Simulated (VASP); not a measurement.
**GW on CsSnI3: a test of the settings**

Aim: test the GW correction to the gap of CsSnI3. The starting structure is a computed structure from the Materials Project. Cell and atoms stay as given.

Calculated with VASP 6.6.1; GW on LDA orbitals, with plane waves and PAW data sets made for GW.

### Step 1. The structure

Symmetry: Pm-3m, No. 221, cubic system. Conventional cell: a = 6.286 Å, b = 6.286 Å, c = 6.286 Å, α = 90.00°, β = 90.00°, γ = 90.00°. Nearest to Cs lie 12 I at 4.45 Å. Nearest to I lie 2 Sn at 3.14 Å and 4 Cs at 4.45 Å. Nearest to Sn lie 6 I at 3.14 Å. Farther neighbours and most contacts between anions are not listed.

### Step 2. G0W0 (response cutoff 100 eV, 2×2×2 mesh)

It reads the orbitals and their derivatives (WAVECAR and WAVEDER) of a run with the empty bands, which follows a ground-state run; neither is shown.

Input file INCAR:

```
SYSTEM = CsSnI3
PREC = Accurate
ENCUT = 300
ISMEAR = 0
SIGMA = 0.01
LREAL = .FALSE.
GGA = CA
NBANDS = 568
ALGO = EVGW0
NELMGW = 1
ENCUTGW = 100
NOMEGA = 40
PRECFOCK = Fast
NBANDSGW = 32
LWAVE = .FALSE.
LCHARG = .FALSE.
```

Input file POSCAR:

```
CsSnI3
1.0
    6.2862280000      0.0000000000      0.0000000000
    0.0000000000      6.2862280000      0.0000000000
    0.0000000000      0.0000000000      6.2862280000
Cs I Sn
1 3 1
Direct
    0.5000000000      0.5000000000      0.5000000000
    0.0000000000      0.5000000000      0.0000000000
    0.0000000000      0.0000000000      0.5000000000
    0.5000000000      0.0000000000      0.0000000000
    0.0000000000      0.0000000000      0.0000000000
```

Input file KPOINTS:

```
Automatic mesh
0
Gamma
2 2 2
0 0 0
```

Potentials, in the order of the species: Cs_sv_GW, I_GW and Sn_d_GW (LDA family, release 64).

Command:

```console
> mpirun -np 8 vasp_std
```

Log:

```text
[banner, memory and clock lines left out]
running    8 mpi-ranks, on    1 nodes
 distrk:  each k-point on    8 cores,    1 groups
 distr:  one band on    1 cores,    8 groups

 POSCAR found type information on POSCAR CsI Sn
 POSCAR found :  3 types and       5 ions
|                                                                             |
|           W    W    AA    RRRRR   N    N  II  N    N   GGGG   !!!           |
|           W    W   A  A   R    R  NN   N  II  NN   N  G    G  !!!           |
|           W    W  A    A  R    R  N N  N  II  N N  N  G       !!!           |
|           W WW W  AAAAAA  RRRRR   N  N N  II  N  N N  G  GGG   !            |
|           WW  WW  A    A  R   R   N   NN  II  N   NN  G    G                |
|           W    W  A    A  R    R  N    N  II  N    N   GGGG   !!!           |
|                                                                             |
|     For optimal performance we recommend to set                             |
|       NCORE = 2 up to number-of-cores-per-socket                            |
|     NCORE specifies how many cores store one orbital (NPAR=cpu/NCORE).      |
|     This setting can greatly improve the performance of VASP for DFT.       |
|     The default, NCORE=1 might be grossly inefficient on modern             |
|     multi-core architectures or massively parallel machines. Do your        |
|     Unfortunately you need to use the default for GW and RPA                |
|     calculations (for HF NCORE is supported but not extensively tested      |
|     yet).                                                                   |
|                                                                             |

|                                                                             |
|           W    W    AA    RRRRR   N    N  II  N    N   GGGG   !!!           |
|           W    W   A  A   R    R  NN   N  II  NN   N  G    G  !!!           |
|           W    W  A    A  R    R  N N  N  II  N N  N  G       !!!           |
|           W WW W  AAAAAA  RRRRR   N  N N  II  N  N N  G  GGG   !            |
|           WW  WW  A    A  R   R   N   NN  II  N   NN  G    G                |
|           W    W  A    A  R    R  N    N  II  N    N   GGGG   !!!           |
|                                                                             |
|     The default for ENCUTGWSOFT is different in this version of VASP.       |
|     please manually set ENCUTGWSOFT =100 in the INCAR file.                 |
|                                                                             |

 LDA part: xc-table for (Slater(with rela. corr.)+CA(PZ))
 , standard interpolation
 found WAVECAR, reading the header
 POSCAR, INCAR and KPOINTS ok, starting setup
 FFT: planning ... GRIDC
 FFT: planning ... GRID_SOFT
 FFT: planning ... GRID
 reading WAVECAR
 the WAVECAR file was read successfully
 initial charge from wavefunction
 available memory per node:     62.94 GB, setting MAXMEM to     64451

 The Fermi energy was updated, please check that it is located mid-gap
 values below the HOMO (VB) or above the LUMO (CB) will cause erroneous energies
 E-fermi :   2.2947

 calculate exact exchange contribution
 the WAVEDER file was read successfully
|                                                                             |
|           W    W    AA    RRRRR   N    N  II  N    N   GGGG   !!!           |
|           W    W   A  A   R    R  NN   N  II  NN   N  G    G  !!!           |
|           W    W  A    A  R    R  N N  N  II  N N  N  G       !!!           |
|           W WW W  AAAAAA  RRRRR   N  N N  II  N  N N  G  GGG   !            |
|           WW  WW  A    A  R   R   N   NN  II  N   NN  G    G                |
|           W    W  A    A  R    R  N    N  II  N    N   GGGG   !!!           |
|                                                                             |
|     Automatic setting of frequency mesh for GW failed. Frequency mesh       |
|     properly not suitable for determining QP energies. Consider             |
|     increasing number of kpoints.                                           |
|                                                                             |

energies w=
    0.000    0.000    0.403    0.000    0.803    0.000    1.198    0.000
    1.587    0.000    1.968    0.000    2.341    0.000    2.705    0.000
    3.061    0.000    3.411    0.000    3.753    0.000    4.092    0.000
    4.427    0.000    4.761    0.000    5.096    0.000    5.434    0.000
    5.777    0.000    6.129    0.000    6.492    0.000    6.870    0.000
    7.266    0.000    7.686    0.000    8.136    0.000    8.621    0.000
    9.152    0.000    9.740    0.000   10.398    0.000   11.147    0.000
   12.011    0.000   13.028    0.000   14.247    0.000   15.742    0.000
   17.626    0.000   20.082    0.000   23.421    0.000   28.223    0.000
   35.705    0.000   48.922    0.000   78.371    0.000  199.896    0.000
 responsefunction array rank=     592
 LDA part: xc-table for (Slater(with rela. corr.)+CA(PZ))
 , standard interpolation

 min. memory requirement per mpi rank    363.9 MB, per node   2910.9 MB

 allocating   5 responsefunctions rank=   592
 shmem allocating  40 responsefunctions rank=   592
 response function shared by NCSHMEM nodes    1
 Doing            5  frequencies on each core in blocks of           40
NQ=   1    0.0000    0.0000    0.0000,
|.........|.........|.........|.........|.........|.........|.........|.........
 performed        337000 updates of chi_q(r,r)
 total number of BLAS operations        930.61 Gflops
NQ=   2    0.5000    0.0000    0.0000,
|.........|.........|.........|.........|.........|.........|.........|.........
 performed        820000 updates of chi_q(r,r)
 total number of BLAS operations       2257.52 Gflops
NQ=   3    0.5000    0.5000    0.0000,
|.........|.........|.........|.........|.........|.........|.........|.........
 performed       1303000 updates of chi_q(r,r)
 total number of BLAS operations       3434.91 Gflops
NQ=   4    0.5000    0.5000    0.5000,
|.........|.........|.........|.........|.........|.........|.........|.........
 performed       1640000 updates of chi_q(r,r)
 total number of BLAS operations       4257.86 Gflops
 resolving degeneracies of screened two electron integrals

 calculate QP shifts <psi_nk| G(iteration)W_0 |psi_nk>: iteration 1
 entering main loop
```

The job ended after 62 s (8 MPI ranks of Intel Xeon 6975P-C (Granite Rapids), shared host; peak memory 3.5 GiB; 6.4 min of CPU time).

Lines that name or quote the potential files are left out of all logs, and their timing lines are given in words.

From OUTCAR (step 2):

```text
ion  position               nearest neighbor table
   1  0.500  0.500  0.500-
   2  0.000  0.500  0.000-   5 3.14   5 3.14
   3  0.000  0.000  0.500-   5 3.14   5 3.14
   4  0.500  0.000  0.000-   5 3.14   5 3.14
   5  0.000  0.000  0.000-   2 3.14   3 3.14   4 3.14   3 3.14   2 3.14   4 3.14

  LATTYP: Found a simple cubic cell.
 ALAT       =     6.2862280000

 Subroutine GETGRP returns: Found 48 space group operations
 (whereof 48 operations were pure point group operations)

The static configuration has the point symmetry O_h .

 Found      4 irreducible k-points:

   k-points           NKPTS =      4   k-points in BZ     NKDIM =      8   number of bands    NBANDS=    568

   dimension x,y,z NGX =    36 NGY =   36 NGZ =   36
   dimension x,y,z NGXF=    72 NGYF=   72 NGZF=   72

   ENCUT  =  300.0 eV  22.05 Ry    4.70 a.u.   8.88  8.88  8.88*2*pi/ulx,y,z

   NELECT =      44.0000    total number of electrons

  energy-cutoff  :      300.00
  volume of cell :      248.41
      direct lattice vectors                 reciprocal lattice vectors
     6.286228000  0.000000000  0.000000000     0.159077908  0.000000000  0.000000000
     0.000000000  6.286228000  0.000000000     0.000000000  0.159077908  0.000000000
     0.000000000  0.000000000  6.286228000     0.000000000  0.000000000  0.159077908

 k-points in reciprocal lattice and weights: Automatic mesh
   0.00000000  0.00000000  0.00000000       0.125
   0.50000000  0.00000000  0.00000000       0.375
   0.50000000  0.50000000  0.00000000       0.375
   0.50000000  0.50000000  0.50000000       0.125

 E-fermi :   2.2947

 QP shifts <psi_nk| G(iteration)W_0 |psi_nk>: iteration 1
 for sc-GW calculations column KS-energies equals QP-energies in previous step
 and V_xc(KS)=  KS-energies - (<T + V_ion + V_H > + <T+V_H+V_ion>^1  + <V_x>^1)
 k-point   1 :       0.0000    0.0000    0.0000
  band No.  KS-energies  QP-energies   sigma(KS)   V_xc(KS)     V^pw_x(r,r')   Z            occupation Imag(sigma)
    ...
     19       0.2056      -0.4587     -11.7611     -10.8300     -13.8943       0.7135       2.0000       0.2246
     20       0.3418      -0.2596     -11.9214     -11.0852     -13.9298       0.7192       2.0000       0.2164
     21       0.3418      -0.2596     -11.9214     -11.0852     -13.9298       0.7192       2.0000       0.2164
     22       0.3418      -0.2596     -11.9214     -11.0852     -13.9298       0.7192       2.0000       0.2164
     23       4.2969       4.6529      -5.9478      -6.3993      -2.4194       0.7885       0.0000      -0.1234
     24       5.3904       5.7415      -5.9774      -6.4241      -2.4646       0.7861       0.0000      -0.1331
     25       5.3904       5.7415      -5.9774      -6.4241      -2.4646       0.7861       0.0000      -0.1331
     26       5.7708       6.1322      -6.8248      -7.2903      -3.0987       0.7764       0.0000      -0.1374
    ...

 k-point   2 :       0.5000    0.0000    0.0000
  band No.  KS-energies  QP-energies   sigma(KS)   V_xc(KS)     V^pw_x(r,r')   Z            occupation Imag(sigma)
    ...
     19       0.0438      -0.6130     -11.4177     -10.5008     -13.5283       0.7164       2.0000       0.2262
     20       0.2317      -0.3940     -11.7548     -10.8819     -13.8103       0.7169       2.0000       0.2205
     21       0.2317      -0.3940     -11.7548     -10.8819     -13.8103       0.7169       2.0000       0.2205
     22       0.7708       0.3398     -12.2523     -11.6611     -13.7416       0.7292       2.0000       0.2126
     23       3.2099       3.6029      -9.6475     -10.1781      -5.7862       0.7408       0.0000      -0.1186
     24       5.8423       6.2951      -6.9078      -7.4898      -3.2581       0.7780       0.0000      -0.1326
     25       6.0661       6.3522      -6.1733      -6.5402      -2.5335       0.7798       0.0000      -0.1439
     26       6.3479       6.8033     -10.4871     -11.1197      -6.0121       0.7199       0.0000      -0.2623
    ...

 k-point   3 :       0.5000    0.5000    0.0000
  band No.  KS-energies  QP-energies   sigma(KS)   V_xc(KS)     V^pw_x(r,r')   Z            occupation Imag(sigma)
    ...
     19      -0.1000      -0.7716     -11.4046     -10.4631     -13.5753       0.7134       2.0000       0.2344
     20      -0.0198      -0.5463     -12.2326     -11.5020     -14.2463       0.7206       2.0000       0.2358
     21       0.7657       0.1423     -12.1330     -11.2701     -14.1093       0.7225       2.0000       0.2100
     22       1.4554       1.0915     -12.2409     -11.7470     -13.3593       0.7368       2.0000       0.1934
     23       2.9018       3.2786      -9.6639     -10.1717      -5.9215       0.7419       0.0000      -0.1067
     24       2.9018       3.2786      -9.6639     -10.1717      -5.9215       0.7419       0.0000      -0.1067
     25       6.0536       6.4906     -10.2886     -10.8859      -6.0216       0.7318       0.0000      -0.2243
     26       6.3766       6.8614      -6.4460      -7.0688      -2.6771       0.7785       0.0000      -0.1418
    ...

 k-point   4 :       0.5000    0.5000    0.5000
  band No.  KS-energies  QP-energies   sigma(KS)   V_xc(KS)     V^pw_x(r,r')   Z            occupation Imag(sigma)
    ...
     19       0.7814       0.1550     -12.1669     -11.3025     -14.1438       0.7247       2.0000       0.2093
     20       0.7814       0.1550     -12.1669     -11.3025     -14.1438       0.7247       2.0000       0.2093
     21       0.7814       0.1550     -12.1669     -11.3025     -14.1438       0.7247       2.0000       0.2093
     22       2.1324       1.8252     -12.3301     -11.9181     -13.1447       0.7456       2.0000       0.1798
     23       2.4569       2.8488      -9.3091      -9.8318      -5.6138       0.7498       0.0000      -0.0994
     24       2.4569       2.8488      -9.3091      -9.8318      -5.6138       0.7498       0.0000      -0.0994
     25       2.4569       2.8488      -9.3091      -9.8318      -5.6138       0.7498       0.0000      -0.0994
     26       5.1849       5.5477      -6.0495      -6.5121      -2.4328       0.7843       0.0000      -0.1354
    ...
```

G0W0 (response cutoff 100 eV, 2×2×2 mesh): the quasiparticle gap on this mesh is 1.024 eV, +0.699 eV from the LDA gap on the same points, with 568 bands.

### Step 3. G0W0 (response cutoff 160 eV, 2×2×2 mesh)

It reads the orbitals and their derivatives (WAVECAR and WAVEDER) of a run with the empty bands, which follows a ground-state run; neither is shown.

INCAR, as its differences from that of step 2:

```diff
@@ -7,6 +7,6 @@
 GGA = CA
-NBANDS = 568
+NBANDS = 1144
 ALGO = EVGW0
 NELMGW = 1
-ENCUTGW = 100
+ENCUTGW = 160
 NOMEGA = 40
```

POSCAR is that of step 2.

KPOINTS is that of step 2.

Command:

```console
> mpirun -np 8 vasp_std
```

Log:

```text
[banner, memory and clock lines left out]
running    8 mpi-ranks, on    1 nodes
[...]
[... a notice as in an earlier step ...]

|                                                                             |
|           W    W    AA    RRRRR   N    N  II  N    N   GGGG   !!!           |
|           W    W   A  A   R    R  NN   N  II  NN   N  G    G  !!!           |
|           W    W  A    A  R    R  N N  N  II  N N  N  G       !!!           |
|           W WW W  AAAAAA  RRRRR   N  N N  II  N  N N  G  GGG   !            |
|           WW  WW  A    A  R   R   N   NN  II  N   NN  G    G                |
|           W    W  A    A  R    R  N    N  II  N    N   GGGG   !!!           |
|                                                                             |
|     The default for ENCUTGWSOFT is different in this version of VASP.       |
|     please manually set ENCUTGWSOFT =160 in the INCAR file.                 |
|                                                                             |

[...]
min. memory requirement per mpi rank   1152.2 MB, per node   9217.2 MB

 allocating   5 responsefunctions rank=  1192
 shmem allocating  40 responsefunctions rank=  1192
 response function shared by NCSHMEM nodes    1
 Doing            5  frequencies on each core in blocks of           40
NQ=   1    0.0000    0.0000    0.0000,
|.........|.........|.........|.........|.........|.........|.........|.........
 performed        687000 updates of chi_q(r,r)
 total number of BLAS operations       7778.95 Gflops
NQ=   2    0.5000    0.0000    0.0000,
|.........|.........|.........|.........|.........|.........|.........|.........
 performed       1667000 updates of chi_q(r,r)
 total number of BLAS operations      17974.80 Gflops
NQ=   3    0.5000    0.5000    0.0000,
|.........|.........|.........|.........|.........|.........|.........|.........
 performed       2647000 updates of chi_q(r,r)
 total number of BLAS operations      28028.05 Gflops
NQ=   4    0.5000    0.5000    0.5000,
|.........|.........|.........|.........|.........|.........|.........|.........
 performed       3334000 updates of chi_q(r,r)
 total number of BLAS operations      34541.56 Gflops
 resolving degeneracies of screened two electron integrals

 calculate QP shifts <psi_nk| G(iteration)W_0 |psi_nk>: iteration 1
 entering main loop
[key lines of the parts left out:]
E-fermi :   2.2947
```

Wall time 3.4 min (8 MPI ranks); peak memory 10 GiB; 22 min of CPU time.

Parts of OUTCAR (step 3):

```text
 QP shifts <psi_nk| G(iteration)W_0 |psi_nk>: iteration 1
 for sc-GW calculations column KS-energies equals QP-energies in previous step
 and V_xc(KS)=  KS-energies - (<T + V_ion + V_H > + <T+V_H+V_ion>^1  + <V_x>^1)
 k-point   1 :       0.0000    0.0000    0.0000
  band No.  KS-energies  QP-energies   sigma(KS)   V_xc(KS)     V^pw_x(r,r')   Z            occupation Imag(sigma)
    ...
     19       0.2056      -0.6284     -12.0004     -10.8300     -13.8943       0.7126       2.0000       0.1137
     20       0.3418      -0.4397     -12.1733     -11.0852     -13.9298       0.7182       2.0000       0.0996
     21       0.3418      -0.4397     -12.1733     -11.0852     -13.9298       0.7182       2.0000       0.0996
     22       0.3418      -0.4397     -12.1733     -11.0852     -13.9298       0.7182       2.0000       0.0996
     23       4.2969       4.6002      -6.0146      -6.3993      -2.4194       0.7883       0.0000      -0.1753
     24       5.3904       5.6960      -6.0353      -6.4241      -2.4646       0.7859       0.0000      -0.1819
     25       5.3904       5.6960      -6.0353      -6.4241      -2.4646       0.7859       0.0000      -0.1819
     26       5.7708       6.0823      -6.8891      -7.2903      -3.0987       0.7762       0.0000      -0.1915
    ...

[... 1 part as in an earlier step ...]

[... 2 further parts left out ...]
[key lines of the parts left out:]
E-fermi :   2.2947
```

G0W0 (response cutoff 160 eV, 2×2×2 mesh): the quasiparticle gap on this mesh is 1.123 eV, +0.798 eV from the LDA gap on the same points, with 1144 bands.

(Part 1 of 2 ends here.)

[Lines on the potential files, build, host, timing and source positions are cut from VASP's logs without a mark.]

[Logs are printed without paths, hosts, clocks, repeated set-up lines and the standing remarks that a program may print on its own settings, such as how far it seeks lower states.]

[Hosts, paths, dates, database ids (printed as entryN), source tags and the programs' standing remarks are cut or masked in the printed files.]
